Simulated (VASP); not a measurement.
Input:

DyPb₃ is taken in the cubic space group Pm-3m (No. 221), the Cu3Au type structure, Pearson symbol cP4. Conventional cell: a = b = c = 4.7958 Å, α = β = γ = 90.00°. Dy on 1a has 12 Pb at 3.391 Å and 6 Dy at 4.796 Å. Pb on 3c is surrounded by 8 Pb at 3.391 Å and 4 Dy at 3.391 Å (cuboctahedral). (Neighbours: up to the widest gap in distance over summed covalent radii, below 1.35, at either atom.)

Level of theory: PBEsol GGA, VASP's PBE PAW potentials (set 64) (plane waves; VASP). Settings: 480 eV cut-off, 6×6×6 Γ-centred mesh, first-order Methfessel-Paxton smearing of 0.10 eV, potentials Dy_3 Pb_d.

The 4f electrons are frozen in the core of the lanthanide potential, so 4f levels, which can set the real gap, and their magnetism are missing.

Each relaxation starts from this cell; other phases were not tried.

**Question.** The cell is relaxed at 2 GPa. What happens?

**Answer.** The volume per atom goes from 27.58 to 26.70 Å³ (-3.2 %), and the cell becomes a = 4.744 Å, b = 4.744 Å, c = 4.744 Å, α = 90.00°, β = 90.00°, γ = 90.00°, space group Pm-3m.

**Question.** The cell is relaxed at 30 GPa. What happens?

**Answer.** The volume per atom goes from 27.58 to 20.99 Å³ (-23.9 %), and the cell becomes a = b = c = 4.379 Å, α = β = γ = 90.00°, space group Pm-3m.

Failed runs are left out, and for metals the shear rows, which the mesh's noise covers.

The structure comes from a computed database's DyPb3 entry (Pm-3m); how it stands against other phases isn't given here. The electron count is odd and the run is not spin-polarised, which forces a metal.
